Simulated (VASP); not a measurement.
# KGeF3 (Pm-3m) in VASP: further runs, part 2 of 2

VASP 6.6.1. Earlier steps stand in the parts before.

### Step 3. Single point, r2SCAN (hydrostatic strain -2.0%)

POSCAR reads:

```
KGeF3
1.0
    4.2997786702      0.0000000000      0.0000000000
    0.0000000000      4.2997786702      0.0000000000
    0.0000000000      0.0000000000      4.2997786702
K Ge F
1 1 3
Direct
    0.0000000000      0.0000000000      0.0000000000
    0.5000000000      0.5000000000      0.5000000000
    0.5000000000      0.5000000000      0.0000000000
    0.5000000000      0.0000000000      0.5000000000
    0.0000000000      0.5000000000      0.5000000000
```

INCAR.step1 reads:

```
SYSTEM = KGeF3
ALGO     = Normal         ! electronic algorithm
EDIFF    = 1E-4           ! SCF threshold, eV
ENCUT    = 520            ! plane-wave cutoff, eV
GGA      = PE             ! functional
ISMEAR   = 0              ! smearing method
LASPH    = .TRUE.         ! aspherical terms in the spheres
LCHARG   = .FALSE.        ! write CHGCAR
LREAL    = .FALSE.        ! projectors in reciprocal space
LWAVE    = .TRUE.         ! write WAVECAR
NBANDS   = 30             ! bands
NELM     = 100            ! most SCF steps
PREC     = Accurate       ! precision mode
SIGMA    = 0.01           ! smearing width, eV
```

INCAR.step2 reads:

```
SYSTEM = KGeF3
ALGO     = Normal         ! electronic algorithm
EDIFF    = 1E-6           ! SCF threshold, eV
ENCUT    = 520            ! plane-wave cutoff, eV
ISIF     = 2              ! what is computed and relaxed
ISMEAR   = 0              ! smearing method
ISTART   = 1            
LASPH    = .TRUE.         ! aspherical terms in the spheres
LCHARG   = .FALSE.        ! write CHGCAR
LMIXTAU  = .TRUE.       
LREAL    = .FALSE.        ! projectors in reciprocal space
LWAVE    = .FALSE.        ! write WAVECAR
METAGGA  = R2SCAN         ! meta-GGA
NBANDS   = 30             ! bands
NELM     = 100            ! most SCF steps
PREC     = Accurate       ! precision mode
SIGMA    = 0.01           ! smearing width, eV
```

KPOINTS reads:

```
k-points
0
G
  6 6 6
  0 0 0
```

Potentials or basis: VASP PAW PBE potentials, release 64 (K_sv, Ge_d, F).

Launch:

```bash
cat potpaw_PBE.64/K_sv/POTCAR potpaw_PBE.64/Ge_d/POTCAR potpaw_PBE.64/F/POTCAR > POTCAR
cp INCAR.step1 INCAR
mpirun -np 1 vasp_std > vasp.out
cp INCAR.step2 INCAR
mpirun -np 1 vasp_std > vasp.out
```

Wall time 1.9 min (1 thread of Intel Xeon Platinum 8488C (Sapphire Rapids), shared host); peak memory 0.2 GiB.

The run converged. Its results:

| Item | Value |
| --- | --- |
| Free energy | -41.1438 eV |
| Pressure | 3.8 GPa |
| Band gap on the k mesh | 1.70 eV, direct |

Levels at points of the mesh, in eV from the valence-band top:
```tsv
k point	band 18	band 19	band 20	band 21	band 22	band 23	band 24	band 25	band 26	band 27
(0.00, 0.00, 0.00)	-6.40	-6.40	-6.32	-6.32	-6.32	3.17	4.62	4.62	6.05	6.05
(0.50, 0.00, 0.00)	-6.57	-6.54	-6.40	-6.40	-3.17	2.34	5.24	5.24	5.43	6.10
(0.50, 0.50, 0.00)	-6.72	-6.65	-6.65	-5.96	-1.47	2.46	2.46	5.26	5.47	6.30
(0.50, 0.50, 0.50)	-6.86	-5.95	-5.95	-5.95	0.00	1.70	1.70	1.70	7.35	7.50
```

Caveat: the PAW data sets were made with another functional, which shifts forces and pressure a little. A k mesh can miss the band edges.

### Step 4. Single point, PBE (uniaxial_x strain -1.5%)

INCAR reads:

```
ALGO = Normal ; EDIFF = 1E-7
ENCUT = 520 ; GGA = PE
ISIF = 2 ; ISMEAR = -1
LASPH = T ; LCHARG = F
LREAL = F ; LWAVE = F
NBANDS = 30 ; NELM = 60
PREC = Accurate ; SIGMA = 0.02
```

KPOINTS reads:

```
k-points
0
Gamma
  6 6 6
```

POSCAR: that of step 3 with these lines changed.

```diff
@@ -2,5 +2,5 @@
 1.0
-    4.2997786702      0.0000000000      0.0000000000
-    0.0000000000      4.2997786702      0.0000000000
-    0.0000000000      0.0000000000      4.2997786702
+    4.3217163164      0.0000000000      0.0000000000
+    0.0000000000      4.3875292553      0.0000000000
+    0.0000000000      0.0000000000      4.3875292553
 K Ge F
```

Potentials or basis: VASP PAW PBE potentials, release 64 (K_sv, Ge_d, F).

Launch:

```bash
cat potpaw_PBE.64/K_sv/POTCAR potpaw_PBE.64/Ge_d/POTCAR potpaw_PBE.64/F/POTCAR > POTCAR
mpirun -np 1 vasp_std > vasp.out
```

OUTCAR:

```text
EDIFF = 1E-7
   ENCUT = 520
   GGA = PE
   ISIF = 2
   ISMEAR = -1
   LASPH = T
   LREAL = F
   NELM = 60
   PREC = Accurate

 ion  position               nearest neighbor table
   1  0.000  0.000  0.000-
   2  0.500  0.500  0.500-   5 2.16   5 2.16   3 2.19   3 2.19   4 2.19   4 2.19
   3  0.500  0.500  0.000-   2 2.19   2 2.19
   4  0.500  0.000  0.500-   2 2.19   2 2.19
   5  0.000  0.500  0.500-   2 2.16   2 2.16

  LATTYP: Found a simple tetragonal cell.
 ALAT       =     4.3875292553
 C/A-ratio  =     0.9850000000

  Lattice vectors:

 A1 = (   0.0000000000,   4.3875292553,   0.0000000000)
 A2 = (   0.0000000000,   0.0000000000,   4.3875292553)
 A3 = (   4.3217163164,   0.0000000000,   0.0000000000)

Analysis of symmetry for initial positions (statically):
=====================================================================
 Subroutine PRICEL returns:
 Original cell was already a primitive cell.

 Routine SETGRP: Setting up the symmetry group for a
 simple tetragonal supercell.

 Subroutine GETGRP returns: Found 16 space group operations
[... 171 lines left out ...]
 E-fermi :   3.2593     XC(G=0):  -8.9838

 val. band max:        2.8669399133   @ k =   0.5000   0.5000   0.5000
 cond. band min:       4.5252205732   @ k =   0.5000   0.5000   0.5000
 fundamental gap:      1.6582806599
 Fermi energy:         3.2592575077

 k-point     1 :       0.0000    0.0000    0.0000
  band No.  band energies     occupation
      1     -28.2444      2.00000
      2     -22.8521      2.00000
      3     -22.8092      2.00000
      4     -22.5812      2.00000
      5     -22.5807      2.00000
      6     -22.5807      2.00000
[... 781 lines left out ...]
     29       9.9197      0.00000
     30      10.1115      0.00000

 [... further k-points ...]

------------------------ aborting loop because EDIFF is reached ----------------------------------------

  FORCE on cell =-STRESS in cart. coord.  units (eV):
  Direction    XX          YY          ZZ          XY          YZ          ZX
  --------------------------------------------------------------------------------------
  -------------------------------------------------------------------------------------
  Total        2.1645446      1.4989643      1.4989643      0.0000000      0.0000000      0.0000000
  in kB       41.6850960     28.8672603     28.8672603      0.0000000      0.0000000      0.0000000
  external PRESSURE =      33.1398722 kB  Pullay stress =       0.0000000 kB

 VOLUME and BASIS-vectors are now :
 -----------------------------------------------------------------------------
  energy-cutoff  :      520.00
  volume of cell :       83.19
      direct lattice vectors                 reciprocal lattice vectors
     4.321716316  0.000000000  0.000000000     0.231389551  0.000000000  0.000000000
     0.000000000  4.387529255  0.000000000     0.000000000  0.227918708  0.000000000
     0.000000000  0.000000000  4.387529255     0.000000000  0.000000000  0.227918708

 POSITION                                       TOTAL-FORCE (eV/Angst)
 -----------------------------------------------------------------------------------
      0.00000      0.00000      0.00000         0.000000      0.000000      0.000000
      2.16086      2.19376      2.19376         0.000000      0.000000      0.000000
      2.16086      2.19376      0.00000         0.000000      0.000000      0.000000
      2.16086      0.00000      2.19376         0.000000      0.000000      0.000000
      0.00000      2.19376      2.19376         0.000000      0.000000      0.000000
 -----------------------------------------------------------------------------------
    total drift:                                0.000000     -0.000000     -0.000000

  FREE ENERGIE OF THE ION-ELECTRON SYSTEM (eV)
  ---------------------------------------------------
  free  energy   TOTEN  =       -22.6017508278 eV

  energy  without entropy=      -22.6017508278  energy(sigma->0) =      -22.60175083
```

stdout:

```text
POSCAR found type information on POSCAR K GeF
 POSCAR found :  3 types and       5 ions
 scaLAPACK will be used
 LDA part: xc-table for (Slater+PW92), standard interpolation
 POSCAR, INCAR and KPOINTS ok, starting setup
 FFT: planning ... GRIDC
 FFT: planning ... GRID_SOFT
 FFT: planning ... GRID
 WAVECAR not read
 entering main loop
```

Run time: 1.7 min. Hardware: 1 thread of Intel Xeon Platinum 8488C (Sapphire Rapids), shared host; peak memory 0.25 GiB.

What came out:

```yaml
Free_energy: -22.6018 eV
Pressure: 3.3 GPa
Band_gap_on_the_k_mesh: 1.66 eV, direct
```

A k mesh can miss the band edges.

### Step 5. Overview

| level | cell | smearing | gap on the mesh (eV) | pressure (GPa) |
| --- | --- | --- | --- | --- |
| PBE | as given | fermi-dirac 0.02 eV | 1.78 | 2.3 |
| r2SCAN | hydrostatic strain -2.0% | gaussian 0.01 eV | 1.70 | 3.8 |
| PBE | uniaxial_x strain -1.5% | fermi-dirac 0.02 eV | 1.66 | 3.3 |

Alike in all rows: task single point; potentials or basis VASP PAW PBE potentials, release 64 (K_sv, Ge_d, F); no spin polarisation; k mesh 6 × 6 × 6; cutoff (eV) 520.

Caveats: the PAW data sets were made with another functional, which shifts forces and pressure a little (some runs).

Total energies depend on the potentials used, so only differences within one code and one set of settings carry meaning.
